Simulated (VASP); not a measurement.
# MgO (Periclase) with optB86b-vdW: from relaxation to properties, part 3 of 4

Aim: relax MgO (Periclase) with optB86b-vdW, compute its properties on that cell and hold them against experiment. The start is a cell from a database of measured crystal structures.

VASP 6.6.1; optB86b-vdW; plane waves and PAW (Mg, O).

So far, gap on the k-mesh (eV): step 2 (relaxing cell and atoms (optB86b-vdW)) 4.78. The relaxed cell has a = 4.222 Å (conventional setting).

The database entry behind the starting cell differs from later determinations by our own check (about 0.1 % long), so it need not match the best structure at ambient conditions.

**5. Total and projected DOS (optB86b-vdW)**

A density of states needs more k-points than a total energy; ISMEAR = -5 takes tetrahedra, and LORBIT projects the states on the PAW spheres. The mesh is finer than in the run before.

The input, INCAR:

```
SYSTEM = MgO
PREC = Accurate
ENCUT = 520
EDIFF = 1E-06
NELM = 100
ISMEAR = -5
SIGMA = 0.05
LREAL = .FALSE.
ALGO = Normal
GGA = MK
AGGAC = 0
LUSE_VDW = .TRUE.
PARAM1 = 0.1234
PARAM2 = 1
LASPH = .TRUE.
NBANDS = 16
LORBIT = 11
LWAVE = .FALSE.
LCHARG = .FALSE.
KPAR = 2
NEDOS = 2001
```

The input, POSCAR:

```
MgO
1.0
    0.0000000000      2.1110313027      2.1110313027
    2.1110313027      0.0000000000      2.1110313027
    2.1110313027      2.1110313027      0.0000000000
Mg O
1 1
Direct
    0.0000000000      0.0000000000      0.0000000000
    0.5000000000      0.5000000000      0.5000000000
```

The input, KPOINTS:

```
Automatic mesh
0
Gamma
13 13 13
0 0 0
```

Potentials, in the order of the species: Mg and O (PBE family, release 64).

Launch:

```console
$ mpirun -np 2 vasp_std
```

The program printed:

```text
[... set-up lines as in an earlier step ...]
 entering main loop
       N       E                     dE             d eps       ncg     rms          rms(c)
DAV:   1     0.185342266566E+02    0.18534E+02   -0.41690E+03  2984   0.440E+02
DAV:   2    -0.101742595130E+02   -0.28708E+02   -0.28033E+02  3680   0.114E+02
DAV:   3    -0.107545286087E+02   -0.58027E+00   -0.58009E+00  3144   0.129E+01
DAV:   4    -0.107557821134E+02   -0.12535E-02   -0.12535E-02  3560   0.674E-01
DAV:   5    -0.107557856050E+02   -0.34915E-05   -0.34915E-05  3144   0.334E-02    0.720E+00
DAV:   6    -0.921580870648E+01    0.15400E+01   -0.74816E+00  2936   0.112E+01    0.218E+00
DAV:   7    -0.920724121791E+01    0.85675E-02   -0.66839E-02  3096   0.158E+00    0.137E+00
DAV:   8    -0.920159915306E+01    0.56421E-02   -0.37321E-02  2792   0.146E+00    0.350E-01
DAV:   9    -0.920064525838E+01    0.95389E-03   -0.13475E-03  3456   0.197E-01    0.163E-01
DAV:  10    -0.920051735016E+01    0.12791E-03   -0.47121E-04  2960   0.132E-01    0.677E-03
DAV:  11    -0.920051790498E+01   -0.55482E-06   -0.94186E-06  3488   0.164E-02
   1 F= -.92005179E+01 E0= -.92005179E+01  d E =0.000000E+00
```

Run time: 23 s. Hardware: 2 MPI ranks of AMD EPYC 7R43, shared host; peak memory 0.48 GiB; 43 s of CPU time.

Parts of OUTCAR (step 5):

```text
   k-points           NKPTS =     84   k-points in BZ     NKDIM =     84   number of bands    NBANDS=     16

   NELECT =       8.0000    total number of electrons

 E-fermi :   3.0357

 k-point     2 :       0.0769    0.0000    0.0000
  band No.  band energies     occupation
      1     -14.0499      2.00000
      2       2.6321      2.00000
      3       2.9913      2.00000
      4       2.9913      2.00000
      5       8.2020      0.00000
      6      17.9860      0.00000
      7      18.9603      0.00000
      8      18.9603      0.00000
      9      23.9163      0.00000
    ...

Total vdW correction in eV:      2.0427155

  Total       -0.0200317     -0.0200317     -0.0200317     -0.0000000      0.0000000     -0.0000000
  in kB       -1.7057471     -1.7057471     -1.7057471     -0.0000000      0.0000000     -0.0000000
  external PRESSURE =      -1.7057471 kB  Pullay stress =       0.0000000 kB

 POSITION                                       TOTAL-FORCE (eV/Angst)
 -----------------------------------------------------------------------------------
      0.00000      0.00000      0.00000         0.000000     -0.000000     -0.000000
      2.11103      2.11103      2.11103        -0.000000      0.000000      0.000000
 -----------------------------------------------------------------------------------
    total drift:                               -0.000000     -0.000000      0.000000

  FREE ENERGIE OF THE ION-ELECTRON SYSTEM (eV)
  ---------------------------------------------------
  free  energy   TOTEN  =        -9.2005179050 eV

  energy  without entropy=       -9.2005179050  energy(sigma->0) =       -9.20051790

Total vdW correction in eV:      2.0427711

[... 9 parts as in an earlier step ...]

[... 7 further parts left out ...]
```

This step gave:

```yaml
irreducible_k_points: 84
free_energy_toten: -9.201 eV
fermi_energy: 3.036 eV
pressure: -0.1706 GPa
```

The density of states has structure finer than the step of the table below, so its rows give means over 1 eV, whole bins alone (the curve runs from -12.0 to 12.7 eV). Peaks (eV: height): total -3.6: 2.70, -0.7: 3.00, 10.2: 1.00, 12.1: 1.8; O p -3.6: 1.27, -0.7: 2.08, 12.1: 0.563; Mg p -3.6: 0.0972, -1.3: 0.0766, 10.2: 0.0695, 11.9: 0.0617; Mg s -3.5: 0.127, 10.2: 0.0984, 12.4: 0.188; O s -3.5: 0.0281, 8.1: 0.0578.

States under -12.0 eV and over 12.7 eV are left out. Density of states against energy, zero at the valence-band top; means over each step; values in states/eV/cell:

```tsv
energy (eV)	total	O p	Mg p	Mg s	O s
-6	0	0	0	0	0
-5	0.00571	0.00249	1.4e-5	5.6e-4	7.8e-6
-4	1.15	0.533	0.0356	0.0641	0.00898
-3	0.844	0.419	0.0252	0.0380	0.0137
-2	1.05	0.611	0.0392	0.0146	0.00678
-1	2.51	1.68	0.0504	0.0102	0.00284
0	0.437	0.314	0.00562	1.3e-4	1.7e-4
1	0	0	0	0	0
2	0	0	0	0	0
3	0	0	0	0	0
4	0	0	0	0	0
5	0.0110	8.0e-4	1.0e-4	0.00231	0.00251
6	0.0553	0.00753	0.00131	0.0102	0.0109
7	0.125	0.0222	0.00555	0.0191	0.0208
8	0.347	0.0505	0.0338	0.0305	0.0445
9	0.519	0.0804	0.0515	0.0353	0.0490
10	0.880	0.116	0.0610	0.0664	0.0416
11	0.636	0.107	0.0222	0.0667	0.0117
12	1.37	0.384	0.0460	0.125	0.00352
```

The gap on this mesh is 4.78 eV. In the top eV of the valence band the largest shares in the PAW spheres are O p 70 %; in the lowest eV of the conduction band, O s 22 %, Mg s 21 % and O p 9 %. The rest lies in smaller channels or between the spheres.

**6. Zone-centre phonons (optB86b-vdW)**

Zone-centre modes test whether the atoms sit at a minimum within this cell. IBRION = 6 takes the force constants from differences of forces between displaced cells, so the forces must be tight.

The input, INCAR:

```
SYSTEM = MgO
PREC = Accurate
ENCUT = 520
EDIFF = 1E-08
NELM = 100
ISMEAR = 0
SIGMA = 0.05
LREAL = .FALSE.
ALGO = Normal
GGA = MK
AGGAC = 0
LUSE_VDW = .TRUE.
PARAM1 = 0.1234
PARAM2 = 1
LASPH = .TRUE.
NBANDS = 10
LORBIT = 11
LWAVE = .FALSE.
LCHARG = .FALSE.
KPAR = 2
IBRION = 6
NFREE = 2
POTIM = 0.015
ISIF = 2
NSW = 1
```

POSCAR is that of step 5.

The input, KPOINTS:

```
Automatic mesh
0
Gamma
9 9 9
0 0 0
```

Launch:

```console
$ mpirun -np 2 vasp_std
```

The program printed:

```text
[... set-up lines as in an earlier step ...]
 entering main loop
       N       E                     dE             d eps       ncg     rms          rms(c)
DAV:   1     0.144458065072E+02    0.14446E+02   -0.47681E+03   812   0.715E+02
[... 4 cycles as in an earlier step ...]
DAV:   6    -0.921977472169E+01    0.15360E+01   -0.91408E+00   708   0.179E+01    0.226E+00
[... 1 cycle as in an earlier step ...]
DAV:   8    -0.920076011362E+01    0.54137E-02   -0.29394E-02   714   0.207E+00    0.215E-01
DAV:   9    -0.920050856556E+01    0.25155E-03   -0.31442E-04   782   0.139E-01    0.138E-01
DAV:  10    -0.920049226669E+01    0.16299E-04   -0.48844E-04   750   0.182E-01    0.613E-03
DAV:  11    -0.920049195808E+01    0.30861E-06   -0.31038E-06   782   0.147E-02    0.553E-03
DAV:  12    -0.920049153326E+01    0.42483E-06   -0.69578E-07   760   0.730E-03    0.444E-04
DAV:  13    -0.920049152583E+01    0.74238E-08   -0.28338E-08   788   0.111E-03
   1 F= -.92004915E+01 E0= -.92004915E+01  d E =-.315078E-11
 Found     2 degrees of freedom:
 Finite differences POTIM= 0.01500 DOF=   2
 bond charge predicted
       N       E                     dE             d eps       ncg     rms          rms(c)
DAV:   1    -0.919986765480E+01    0.62388E-03   -0.96032E-03  1506   0.738E-01    0.241E-02
DAV:   2    -0.919987424480E+01   -0.65900E-05   -0.15160E-04  1674   0.101E-01    0.141E-02
DAV:   3    -0.919987267377E+01    0.15710E-05   -0.13999E-05  1688   0.347E-02    0.262E-03
DAV:   4    -0.919987309198E+01   -0.41820E-06   -0.17991E-06  1706   0.112E-02    0.156E-03
DAV:   5    -0.919987319834E+01   -0.10637E-06   -0.16812E-07  1630   0.360E-03    0.327E-04
DAV:   6    -0.919987320227E+01   -0.39264E-08   -0.14947E-08  1674   0.111E-03
   2 F= -.91998732E+01 E0= -.91998732E+01  d E =-.238614E-11
[...]
3 F= -.91998732E+01 E0= -.91998732E+01  d E =-.238623E-11
[...]
4 F= -.91998695E+01 E0= -.91998695E+01  d E =-.238596E-11
 Finite differences progress:
  Degree of freedom:   2/  2
  Displacement:        1/  2
  Total:               3/  4
 bond charge predicted
       N       E                     dE             d eps       ncg     rms          rms(c)
DAV:   1    -0.919818206732E+01    0.16875E-02   -0.39524E+00  1504   0.163E+01    0.219E-01
DAV:   2    -0.920040362861E+01   -0.22216E-02   -0.35048E-02  1632   0.173E+00    0.112E-01
DAV:   3    -0.919985562294E+01    0.54801E-03   -0.14583E-03  1676   0.349E-01    0.310E-02
DAV:   4    -0.919986988641E+01   -0.14263E-04   -0.19102E-04  1638   0.117E-01    0.224E-02
DAV:   5    -0.919986910957E+01    0.77684E-06   -0.66373E-06  1626   0.241E-02    0.121E-02
DAV:   6    -0.919986950228E+01   -0.39271E-06   -0.36726E-06  1654   0.193E-02    0.113E-03
DAV:   7    -0.919986954833E+01   -0.46047E-07   -0.18826E-07  1670   0.406E-03    0.981E-04
DAV:   8    -0.919986955108E+01   -0.27524E-08   -0.17031E-08  1586   0.111E-03
   5 F= -.91998696E+01 E0= -.91998696E+01  d E =-.238570E-11
 Finite differences progress:
  Degree of freedom:   2/  2
  Displacement:        2/  2
  Total:               4/  4
```

Run time: 75 s. Hardware: 2 MPI ranks; peak memory 0.48 GiB; 2.5 min of CPU time.

Parts of OUTCAR (step 6):

```text
   NELECT =       8.0000    total number of electrons

 E-fermi :   3.2411

 k-point     1 :       0.0000    0.0000    0.0000
  band No.  band energies     occupation
      1     -14.1129      2.00000
      2       3.0305      2.00000
      3       3.0308      2.00000
      4       3.0308      2.00000
      5       7.8147      0.00000
      6      18.8158      0.00000
      7      18.8163      0.00000
      8      18.8163      0.00000
      9      22.8171      0.00000
    ...

Total vdW correction in eV:      2.0428110

  Total       -0.0037340     -0.0131347     -0.0131347      0.0000000      0.0000000      0.0000000
  in kB       -0.3179548     -1.1184493     -1.1184493      0.0000000      0.0000000      0.0000000
  external PRESSURE =      -0.8516178 kB  Pullay stress =       0.0000000 kB

 POSITION                                       TOTAL-FORCE (eV/Angst)
 -----------------------------------------------------------------------------------
      0.00000      0.00000      0.00000        -0.082716      0.000000      0.000000
      2.09603      2.11103      2.11103         0.082716      0.000000      0.000000
 -----------------------------------------------------------------------------------
    total drift:                                0.000382     -0.000000     -0.000000

  FREE ENERGIE OF THE ION-ELECTRON SYSTEM (eV)
  ---------------------------------------------------
  free  energy   TOTEN  =        -9.1998695511 eV

  energy  without entropy=       -9.1998695511  energy(sigma->0) =       -9.19986955

Total vdW correction in eV:      2.0428104

 Eigenvectors and eigenvalues of the dynamical matrix
 ----------------------------------------------------

   1 f  =   11.811139 THz    74.211577 2PiTHz  393.977202 cm-1    48.846926 meV
             X         Y         Z           dx          dy          dz
      0.000000  0.000000  0.000000    -0.629768    0.000000    0.000000
      2.111031  2.111031  2.111031     0.776783    0.000000    0.000000

   2 f  =   11.811139 THz    74.211577 2PiTHz  393.977202 cm-1    48.846926 meV
             X         Y         Z           dx          dy          dz
      0.000000  0.000000  0.000000     0.000000    0.629768    0.000000
      2.111031  2.111031  2.111031     0.000000   -0.776783    0.000000

   3 f  =   11.811139 THz    74.211577 2PiTHz  393.977202 cm-1    48.846926 meV
             X         Y         Z           dx          dy          dz
      0.000000  0.000000  0.000000     0.000000    0.000000   -0.629768
      2.111031  2.111031  2.111031     0.000000    0.000000    0.776783

   4 f/i=    0.004412 THz     0.027724 2PiTHz    0.147183 cm-1     0.018248 meV
             X         Y         Z           dx          dy          dz
      0.000000  0.000000  0.000000     0.000000   -0.776783    0.000000
      2.111031  2.111031  2.111031     0.000000   -0.629768    0.000000

   5 f/i=    0.004412 THz     0.027724 2PiTHz    0.147183 cm-1     0.018248 meV
             X         Y         Z           dx          dy          dz
      0.000000  0.000000  0.000000     0.000000    0.000000    0.776783
      2.111031  2.111031  2.111031     0.000000    0.000000    0.629768

   6 f/i=    0.004412 THz     0.027724 2PiTHz    0.147183 cm-1     0.018248 meV
             X         Y         Z           dx          dy          dz
      0.000000  0.000000  0.000000    -0.776783    0.000000    0.000000
      2.111031  2.111031  2.111031    -0.629768    0.000000    0.000000

 ELASTIC MODULI CONTR FROM IONIC RELAXATION (kBar)
 Direction    XX          YY          ZZ          XY          YZ          ZX
 --------------------------------------------------------------------------------
 XX           0.0000      0.0000      0.0000      0.0000      0.0000      0.0000
 YY           0.0000      0.0000      0.0000      0.0000      0.0000      0.0000
 ZZ           0.0000      0.0000      0.0000      0.0000      0.0000      0.0000
 XY           0.0000      0.0000      0.0000      0.0000      0.0000      0.0000
 YZ           0.0000      0.0000      0.0000      0.0000      0.0000      0.0000
 ZX           0.0000      0.0000      0.0000      0.0000      0.0000      0.0000
 --------------------------------------------------------------------------------

[... 9 parts as in an earlier step ...]

[... 8 further parts left out ...]
```

CONTCAR:

```
MgO
   1.00000000000000
     0.0000000000000000    2.1110313026999998    2.1110313026999998
     2.1110313026999998    0.0000000000000000    2.1110313026999998
     2.1110313026999998    2.1110313026999998    0.0000000000000000
  Mg              O
     1     1
Direct
     0.0000000000000000    0.0000000000000000    0.0000000000000000
     0.5035527658876529    0.4964472341123471    0.4964472341123471
```

The last energy, forces, stress and levels in OUTCAR belong to the last displaced cell, not to the cell of POSCAR.

Numbers from this step:

* bands: 10
* irreducible k-points: 35
* pressure of the cell: -0.1066 GPa
* largest force of the cell: 0 eV/Å

Transverse limit, no LO-TO splitting. Modes at Γ, with each element's share of the kinetic energy:

```tsv
mode	frequency (cm⁻¹)	symmetry	Mg %	O %
1	-0.1	acoustic	60	40
2	-0.1	acoustic	60	40
3	-0.1	acoustic	60	40
4	394.0	T1u	40	60
5	394.0	T1u	40	60
6	394.0	T1u	40	60
```

Displacements in mode 4 (394.0 cm⁻¹), the largest set to 1:
```
Mg1  0.00  0.00 -0.66
O2   0.00  0.00  1.00
```

The three acoustic modes lie within 0.1 cm⁻¹ of zero, and all others are real. By the characters of their eigenvectors the optical modes sort into (cm⁻¹) infrared active: T1u 394.

[end of part 3 of 4]

[Lines on the potential files, build, host, timing and source positions are cut from VASP's logs without a mark.]

[Logs are printed without paths, hosts, clocks, repeated set-up lines and the standing remarks that a program may print on its own settings, such as how far it seeks lower states.]

[Hosts, paths, dates, database ids (printed as entryN), source tags and the programs' standing remarks are cut or masked in the printed files.]

[A measured line is paired with the nearest computed mode of its activity, which favours agreement.]
